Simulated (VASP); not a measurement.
```
YN
1.0
    0.00000     2.49170     2.49170
    2.49170     0.00000     2.49170
    2.49170     2.49170     0.00000
Y N
1 1
Direct
  0.00000   0.00000   0.00000
  0.50000   0.50000   0.50000
```

Computed with PBE GGA, VASP's PBE PAW potentials (set 64) (plane waves; VASP). Run with 400 eV cut-off, 6×6×6 Γ-centred mesh, Gaussian smearing of 0.27 eV, potentials Y_sv N.

**Question.** Give the energies of bands 6 to 11 at the high-symmetry points, in eV from the valence-band maximum.

**Answer.** 
| band | Γ | X | U | L | W |
|---|---|---|---|---|---|
| 6 | 0.00 | -1.60 | -2.14 | -3.92 | -2.05 |
| 7 | 0.00 | -0.44 | -1.64 | -2.10 | -1.57 |
| 8 | 0.00 | -0.44 | -1.26 | -2.10 | -1.57 |
| 9 | 3.04 | 0.28 | 2.40 | 5.41 | 3.85 |
| 10 | 3.04 | 6.48 | 5.95 | 6.03 | 3.85 |
| 11 | 3.04 | 6.64 | 6.66 | 6.03 | 6.78 |

The gap is indirect, 0.27 eV, from the valence maximum at Γ to the conduction minimum at X.

The structure comes from a computed database's YN entry; how it stands against other phases isn't given here. The cell was not relaxed at this level.
